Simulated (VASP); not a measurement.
Input for VASP

INCAR:
```
PREC = Accurate
LREAL = .False.   ! projection in real space or not
LWAVE = .False.
ISMEAR = 0   ! Gaussian
LMAXMIX = 4   ! l cut-off of mixed one-centre charges
ISIF = 2
EDIFF = 1E-6   ! SCF stop (eV)
SYSTEM = ScBi
ALGO = Normal
SIGMA = 0.2   ! width (eV)
ENCUT = 300   ! plane-wave cut-off (eV)
LASPH = .True.
LCHARG = .False.
NELM = 100
```

### KPOINTS
```
Automatic mesh
0
Gamma
8 8 8
0 0 0
```

File POSCAR:
```
ScBi
1.0
  0.0000000000   3.0777590000   3.0777590000
  3.0777590000   0.0000000000   3.0777590000
  3.0777590000   3.0777590000   0.0000000000
Sc Bi
1 1
Direct
  0.5000000000   0.5000000000   0.5000000000
  0.0000000000   0.0000000000   0.0000000000
```

POTCAR, in this order: Sc_sv Bi_d (LDA.64 set). Program: vasp_std.

Problem. Write an equivalent input for Ansatz.

Solution. One equivalent input (not run):
Ansatz 0.2 input:
```yaml
crystal:
  lattice:
    - [0.0000000, 3.0777590, 3.0777590]
    - [3.0777590, 0.0000000, 3.0777590]
    - [3.0777590, 3.0777590, 0.0000000]
  atoms:
    - { symbol: Sc, position: [0.5000000, 0.5000000, 0.5000000] }
    - { symbol: Bi, position: [0.0000000, 0.0000000, 0.0000000] }
kpoints:
  mp_grid: { grid: [8, 8, 8] }
hamiltonian:
  xc: lda
  pseudopotentials: { kind: paw }
scf:
  occupations: { method: gaussian, width: 0.2 }
  max_iter: 100
output: { forces: true, stress: true, eigenvalues: true }
```
Limits of the translation: each code has its own PAW files, so the cut-off isn't converted (ENCUT is set for VASP's; basis.ecutwfc is left out, and Ansatz then takes the one that its files recommend); Ansatz stops its SCF on the density residual and VASP on the energy change (EDIFF); Ansatz's lda is the Perdew-Wang form, while the LDA potentials of VASP carry Perdew-Zunger's.

The structure comes from a computed database's ScBi entry (Fm-3m); how it stands against other phases isn't given here. The cell was not relaxed at this level.
